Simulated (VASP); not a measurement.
Given:

```xyz
3
Lattice="1.6323 -2.8273 0.0000 1.6323 2.8273 0.0000 0.0000 0.0000 5.1011" Properties=species:S:1:pos:R:3 pbc="T T T"
Zr     0.0000     0.0000     0.0000
S      1.6323     0.9424     1.5522
S      1.6323    -0.9424     3.5489
```

All values below come from PBEsol GGA, VASP's PBE PAW potentials (set 64) (plane waves; VASP). Run with 500 eV cut-off, 11×11×6 Γ-centred mesh, first-order Methfessel-Paxton smearing of 0.10 eV, potentials Zr_sv S.

Energy and stress use the plane-wave basis of the starting cell. Without a dispersion term in the relaxation, distances and binding between the weakly bound layers, chains or molecules are unreliable, and so is what depends on them.

Problem. The ions, cell shape and volume at an external pressure of 45.0 GPa are relaxed. What does this cell relax into?

Solution. 
```xyz
3
Lattice="1.5647 -2.7101 0.0000 1.5647 2.7101 0.0000 0.0000 0.0000 5.0562" Properties=species:S:1:pos:R:3 pbc="T T T"
Zr     0.0000     0.0000     5.0562
S      1.5647     0.9034     1.6012
S      1.5647    -0.9034     3.4550
```
Space group P-3m1 (164), at a tolerance of 0.03 Å.

Problem. How do energy and volume change from the first to the last step?

Solution. The energy (σ→0) changes by +324.6 meV/atom and the volume by -8.9 %, in 11 ionic steps.

The compound is ZrS2 in the 1T layered structure. This run relaxes it under an external pressure of 45 GPa. Symmetry was kept, so distortions that lower it aren't found.
